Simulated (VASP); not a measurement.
# SiO2 (space group P4_12_12): computed properties

Computed with PBEsol GGA, VASP's PBE PAW potentials (set 64) (plane waves; VASP 6.6.1).

| Property | Result |
|---|---|
| space group | P4_12_12 (92) |
| cell | a = 5.016 Å, b = 5.016 Å, c = 6.976 Å, α = 90.00°, β = 90.00°, γ = 90.00° |
| volume per atom | 14.63 Å³/atom |
| band gap (over mesh and band path) | 5.56 eV |
| smallest direct gap (over mesh and band path) | 5.56 eV |
| band-edge character | direct, Γ to Γ |
| density | 2.27 g/cm³ |
| mean ε∞ (independent particles) | 2.35 |

```yaml
crystal:
  lattice:
    - [5.01589, 0.00000, 0.00000]
    - [0.00000, 5.01589, 0.00000]
    - [0.00000, 0.00000, 6.97626]
  atoms:
    - { symbol: Si, position: [0.69915, 0.69915, 0.50000] }
    - { symbol: Si, position: [0.80085, 0.19915, 0.75000] }
    - { symbol: Si, position: [0.30085, 0.30085, 0.00000] }
    - { symbol: Si, position: [0.19915, 0.80085, 0.25000] }
    - { symbol: O, position: [0.89339, 0.76136, 0.31962] }
    - { symbol: O, position: [0.73864, 0.39339, 0.56962] }
    - { symbol: O, position: [0.10661, 0.23864, 0.81962] }
    - { symbol: O, position: [0.26136, 0.60661, 0.06962] }
    - { symbol: O, position: [0.39339, 0.73864, 0.43038] }
    - { symbol: O, position: [0.23864, 0.10661, 0.18038] }
    - { symbol: O, position: [0.60661, 0.26136, 0.93038] }
    - { symbol: O, position: [0.76136, 0.89339, 0.68038] }
```

Measured: a 4.971 Å (computed value off by +0.9 %), as given by Wikipedia, Cristobalite (infobox). The calculation is for a static lattice, while the measured a holds thermal and zero-point effects, which are part of the difference.

The structure comes from a computed database's SiO2 entry (P4_12_12), a phase known from measurement. It was relaxed first. Symmetry was kept, so distortions that lower it aren't found.
